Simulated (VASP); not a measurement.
The system is Fe.

```
Fe
1.0
    -1.42955    1.42955    1.42955
     1.42955   -1.42955    1.42955
     1.42955    1.42955   -1.42955
Fe
1
Direct
  0.00000 0.00000 0.00000
```

| Item | Value |
| --- | --- |
| Program | VASP 6.6.1 |
| Task | relaxation of cell and atoms |
| Functional | PBE |
| Dispersion | D3(BJ) |
| Potentials or basis | VASP PAW PBE potentials, release 64 (Fe) |
| Cutoff | 600 eV |
| k mesh | 20 × 20 × 20 |
| Occupations | gaussian, width 0.1 eV |
| Spin | collinear spin, ferromagnetic start |
| Starting moments | [3.0] μB |

At the start: pressure -10.0 GPa; volume 11.69 Å³/atom.

Question: Where does the relaxation end?

Answer: Over 4 steps the energy falls by 21.6 meV/atom and the volume is 11.02 Å³/atom (-5.7 %); space group Im-3m (No. 229, to 0.05 Å); moment 2.12 μB per cell.

The path:
```tsv
step	energy change (eV)	largest force (eV/Å)	pressure (GPa)	volume (Å³)
1	0.0000	0.0000	-10.02	11.69
2	-0.0035	0.0000	11.82	10.49
3	-0.0216	0.0000	-0.20	11.03
4	-0.0216	0.0000	0.00	11.02
```

Final structure:
```yaml
crystal:
  lattice:
    - [-1.40180, 1.40180, 1.40180]
    - [1.40180, -1.40180, 1.40180]
    - [1.40180, 1.40180, -1.40180]
  atoms:
    - { symbol: Fe, position: [0.00000, 0.00000, 0.00000] }
```

Caveat: pairwise dispersion overbinds metals, which lowers pressure and volume.
